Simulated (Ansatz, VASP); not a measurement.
# Cross-check of Ru (ladder Ru chain) between VASP and Ansatz, part 2 of 2

Wanted: the spread between two codes on one cell, functional and k mesh. Of the first pair: The structure shown is the start of the Ansatz relaxation below; VASP solves that cell, so the two are compared at the walk's first step.

VASP 6.6.1 and Ansatz 0.2.0.

So far. Step 4 (Comparison): The forces differ by 1.5 meV/Å r.m.s., which is 0.1 % of the r.m.s. force of 1.874 eV/Å (both taken over all components).

## (7) Comparison

What differs besides the data sets and the points named for the pairs above, as far as they apply: the data sets hold 32 valence electrons in Ansatz (on its default PAW (the set named soft_2) files) and 28 in VASP; the cutoff is 420 eV in Ansatz and 500 eV in VASP; Ansatz's pressure holds a Pulay correction, VASP's none. Total energies have different zeros and are not compared.

Both answers:

| quantity | Ansatz | VASP | difference |
| --- | --- | --- | --- |
| pressure (GPa) | -0.11 | -0.07 | -0.04 |

At this near-relaxed geometry the largest component of a force difference is 25 meV/Å.

## (8) Further runs

Further runs change the set-up of one program: Ansatz's method, potentials or start, or VASP's data sets, cutoff or form of LDA. The table gives Ansatz less VASP for each quantity, since a change that brings one quantity closer may part another.

| run | r.m.s. force difference (meV/Å) | pressure (GPa) |
| --- | --- | --- |
| as above | 14 | -0.037 |
| VASP with the data sets Ru_sv and a cutoff of 600 eV | 9.4 | 0.063 |

## (9) Ansatz: relaxation, RPBE

The two programs are compared at the cell with which this relaxation starts, whose forces are those of its first step. The cell compared in this pair holds 192.86 Å³, against 163.42 Å³ for the pair before.

The structure compared here is the start of the Ansatz relaxation; VASP solves that cell, so the two are compared at the walk's first step.

File input.yaml:

```yaml
crystal:
  lattice:
    - [9.0, 0.0, 0.0]
    - [0.0, 7.5, 0.0]
    - [0.0, 0.0, 2.85722]
  atoms:
    - { symbol: Ru, position: [0.364382222, 0.5, 0.0], spin: 2.0 }
    - { symbol: Ru, position: [0.635617778, 0.5, 0.5], spin: 2.0 }
magnetization:
  spin_polarized: true
kpoints:
  mp_grid: { grid: [1, 1, 28] }
scf:
  occupations: { method: fermi_dirac, width: 0.05 }
hamiltonian:
  xc: rpbe
relax:
  cell: { fix: [a, b, alpha, beta, gamma] }
  max_steps: 60
```

On the command line:

```sh
ansatz run input.yaml --threads 4 --pin off --max-ram 8192MiB --backend cpu --events-out ev --progress --plain --runs-dir out
```

Numbers of over 12 decimals in the logs are rounded to 6 here.

What it wrote:

```text
[...]
Crystal: 2 atoms, lattice volume = 192.862 Å³
Basis set: ecut = 420 eV, 3771 PW (Γ), exchange–correlation on 128×108×40 points (8 copies of the dense FFT grid, shifted against one another)
Bands: 22, of which v1, the nominal top of the filled ones, is band 16 counted from 1 (15 counted from 0)
Symmetry: 8 space group operations
[...]
0.000000      -0.215542       0.000000
        0.000000       0.000000       0.012883
  P = ⅓ Tr σ = -0.0850 GPa (-0.850 kbar)
--- Relaxed structure (8 steps of the walk, 8 accepted, 1 SCFs on fresh bases) ---
[...]
cell:  # Å, volume = 173.0529 Å³
    - [9.0, 0.0, 0.0]
    - [0.0, 7.5, 0.0]
    - [0.0, 0.0, 2.563747]
  atoms:
    - { symbol: Ru, position: [0.383795, 0.5, 0.0] }
    - { symbol: Ru, position: [0.616205, 0.5, 0.5] }
[key lines of the parts left out:]
SCF converged after 10 iterations
Magnetization: 3.9256 μB (17.9628 up, 14.0372 down)
Free energy (F): -11766.131434 eV
Fermi energy:    0.202031 eV
```

## (10) VASP: single point, RPBE, start cell

The same cell, functional, mesh and smearing now go to VASP, with its own data sets.

File INCAR:

```
SYSTEM = Ru
PREC = Accurate
ENCUT = 400
EDIFF = 1E-06
NELM = 200
ISMEAR = -1
SIGMA = 0.05
LREAL = .FALSE.
ALGO = Normal
GGA = RP
NBANDS = 23
ISPIN = 2
MAGMOM = 1.47 1.47
LASPH = .TRUE.
LMAXMIX = 4
LORBIT = 11
LWAVE = .FALSE.
LCHARG = .FALSE.
ISIF = 2
GGA_COMPAT = .FALSE.
KPAR = 2
```

File POSCAR:

```
Ru
1.0
    9.0000000000      0.0000000000      0.0000000000
    0.0000000000      7.5000000000      0.0000000000
    0.0000000000      0.0000000000      2.8572200000
Ru
2
Direct
    0.3643822222      0.5000000000      0.0000000000
    0.6356177778      0.5000000000      0.5000000000
```

File KPOINTS:

```
Automatic mesh
0
Gamma
1 1 28
0 0 0
```

The projector-augmented-wave data sets are Ru_pv (PBE family, release 64).

On the command line:

```sh
mpirun -np 2 vasp_std
```

What it wrote:

```text
[banner, memory and clock lines left out]
running    2 mpi-ranks, on    1 nodes
[...]
|                                                                             |
|               ----> ADVICE to this user running VASP <----                  |
|                                                                             |
|     You enforced a specific xc type in the INCAR file but a different       |
|     [... a line on the potential file left out ...]
|     I HOPE YOU KNOW WHAT YOU ARE DOING!                                     |
|                                                                             |

 LDA part: xc-table for (Slater+PW92), standard interpolation
 POSCAR, INCAR and KPOINTS ok, starting setup
[...]
entering main loop
       N       E                     dE             d eps       ncg     rms          rms(c)
DAV:   1     0.128052570617E+03    0.12805E+03   -0.14084E+04  1860   0.780E+02
DAV:   2    -0.612233371529E+01   -0.13417E+03   -0.12713E+03  1649   0.219E+02
DAV:   3    -0.103493453666E+02   -0.42270E+01   -0.40166E+01  1590   0.336E+01
DAV:   4    -0.104203084895E+02   -0.70963E-01   -0.70899E-01  1915   0.401E+00
[...]
DAV:  19    -0.103896913787E+02    0.34300E-05   -0.57136E-05  1353   0.335E-02    0.727E-04
DAV:  20    -0.103896863001E+02    0.50786E-05   -0.21884E-05  1292   0.206E-02    0.466E-04
DAV:  21    -0.103896856644E+02    0.63572E-06   -0.42986E-06  1306   0.947E-03
   1 F= -.10389686E+02 E0= -.10376218E+02  d E =-.269343E-01  mag=     5.5189
```

From OUTCAR (step 10):

```text
  Total       -5.4118010     -0.4550002     -7.6887058      0.0000000      0.0000000      0.0000000
  in kB      -44.9577894     -3.7798511    -63.8728616      0.0000000      0.0000000      0.0000000
  external PRESSURE =     -37.5368340 kB  Pullay stress =       0.0000000 kB

 POSITION                                       TOTAL-FORCE (eV/Angst)
 -----------------------------------------------------------------------------------
      3.27944      3.75000      0.00000         2.126738      0.000000      0.000000
      5.72056      3.75000      1.42861        -2.126738      0.000000      0.000000
 -----------------------------------------------------------------------------------
    total drift:                                0.000000     -0.000000     -0.000000

  FREE ENERGIE OF THE ION-ELECTRON SYSTEM (eV)
  ---------------------------------------------------
  free  energy   TOTEN  =       -10.3896856644 eV

  energy  without entropy=      -10.3627513306  energy(sigma->0) =      -10.37621850

 magnetization (x)
# of ion       s       p       d       tot
------------------------------------------
    1        0.050   0.017   2.324   2.392
    2        0.050   0.017   2.324   2.392
--------------------------------------------------
tot          0.101   0.035   4.648   4.783

[... 1 part as in an earlier step ...]

[... 2 further parts left out ...]
[key lines of the parts left out:]
E-fermi :  -1.6658
```

## (11) Differences

What differs besides the data sets and the points named for the pairs above, as far as they apply: VASP starts from the moments at which Ansatz ended; the data sets hold 32 valence electrons in Ansatz (on its default PAW (the set named soft_2) files) and 28 in VASP; Ansatz makes its cores anew for this functional, VASP keeps those of its PBE data sets. Total energies have different zeros and are not compared.

Forces (eV/Å; atoms numbered as in POSCAR):

| atom | Ansatz x, y, z | VASP x, y, z |
| --- | --- | --- |
| Ru1 | 2.118, 0.000, 0.000 | 2.127, 0.000, 0.000 |
| Ru2 | -2.118, 0.000, 0.000 | -2.127, 0.000, 0.000 |

The forces differ by 4.8 meV/Å r.m.s., which is 0.4 % of the r.m.s. force of 1.228 eV/Å (both taken over all components). Moments aren't recorded for both runs of this pair, so they may hold unlike magnetic states.

## (12) Results

```
r.m.s. force difference (single point, PBE, start cell, pair 1)   : 0.080 % of the r.m.s. force
r.m.s. force difference (single point, PBE, relaxed cell, pair 2) : 14 meV/Å
r.m.s. force difference (single point, RPBE, start cell)          : 0.39 % of the r.m.s. force
```

**Reading.** The r.m.s. force difference is 14 meV/Å (single point, PBE, relaxed cell, pair 2), beyond the 12 meV/Å picked in this series as the mark of a large difference. The data sets hold unlike numbers of valence electrons (32 in Ansatz and 28 in VASP), so part of the differences comes from the potentials. Single point, PBE, relaxed cell, pair 2, VASP with the data sets Ru_sv and a cutoff of 600 eV: r.m.s. force difference goes from 14 to 9.4 meV/Å; the difference in pressure goes from -0.037 to 0.063 GPa. 6 further runs of this series are not shown here. How closely two codes agree says nothing of how well the functional describes the real material.

[Lines on the potential files, build, host, timing and source positions are cut from VASP's logs without a mark.]

[Logs are printed without paths, hosts, clocks, repeated set-up lines and the standing remarks that a program may print on its own settings, such as how far it seeks lower states.]

[Hosts, paths, dates, database ids (printed as entryN), source tags and the programs' standing remarks are cut or masked in the printed files.]
